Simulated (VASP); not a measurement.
**Bulk modulus of diamond and zinc-blende semiconductors: r2SCAN against PBE**

VASP (plane waves, PAW); cells keep the symmetry of their structure type. Static lattice, from a third-order Birch-Murnaghan fit over five volumes at each level.

Here x stands for PBE B0 and y for r2SCAN B0.

```
solid  PBE B0 (GPa)  r2SCAN B0 (GPa)  cut-off (eV)
-----  ------------  ---------------  ------------
CdTe           35.1                ?           520
Sn             35.2             42.9           520
InAs           48.5             56.9           520
BeTe           56.5             59.7           520
InP            59.4             68.3           520
ZnS            69.3             78.1           520
BP            161.7            169.8           520
SiC           212.2            226.8           520
C             433.7            450.0           520
```

Fit y against x with a straight line, and predict the withheld value at x = 35.1.

With u = x - 135, the rows have u = -99.80, -86.50, -78.50, -75.60, -65.70, 26.70, 77.20, 298.70. Means: u -0.43750, y 144.06. About the means, the sum of products is 132780 and the sum of squares of u is 129530; the slope is their ratio. Least squares gives y = 144.51 + 1.02508·u. Residuals (row less fit): 0.69, 1.06, -4.34, 1.29, 0.94, -2.08, 3.15, -0.70; standard error 2.51 (degrees of freedom: 6). The slope is 1.03 with a standard error of 0.0070. At the withheld row, u = -99.90, so y = 144.51 + 1.02508 × (-99.90) = 42.10 GPa. The calculation gives 40.3 GPa, 1.80 GPa below the prediction (0.4 % of the range of y in the table). The row lies outside the fitted rows, so this is an extrapolation. From the scatter of the fitted rows alone, a prediction at this place has a standard error of 2.75 GPa, so the miss is 0.7 times that.

Sn is here grey tin, stable below 13 °C. The rows are a random draw from the solids of this series computed here; series whose standard error about the line passes 12 to 30 % of the range of y, or with no trend, aren't shown in this form.
